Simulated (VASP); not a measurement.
A convergence study with VASP on AgBr (rock salt): one setting is varied, all else stays as given below, so the limit is that of these other settings.

```yaml
crystal:
  lattice:
    - [0.00000, 2.88500, 2.88500]
    - [2.88500, 0.00000, 2.88500]
    - [2.88500, 2.88500, 0.00000]
  atoms:
    - { symbol: Ag, position: [0.00000, 0.00000, 0.00000] }
    - { symbol: Br, position: [0.50000, 0.50000, 0.50000] }
```

Method: PBE GGA, VASP's PBE PAW potentials (set 64) (plane waves; VASP). The tightest run used: 550 eV cut-off, 13×13×13 Monkhorst-Pack mesh, Gaussian smearing of 0.050 eV, potentials Ag Br.

```csv
setting,E (eV/atom),pressure (GPa),irreducible k-points
1×1×1 mesh,-0.4290,8.76,1
2×2×2 mesh,-2.4784,1.55,2
3×3×3 mesh,-2.4451,2.33,4
```

Problem. These are the cheaper rows. Estimate the results at 13×13×13 mesh, and how far the last row shown lies from them.

Solution. 
```json
[
 {"quantity": "E (eV/atom)", "tightest run": "-2.4959", "last row shown is off by": "0.0508"},
 {"quantity": "pressure (GPa)", "tightest run": "1.50", "last row shown is off by": "0.83"}
]
```

Left out are rungs that failed or repeat a setting and relaxations that didn't move; long series are thinned to 24 rows.

The compound is AgBr in the rock salt structure. The cell was not relaxed at this level.
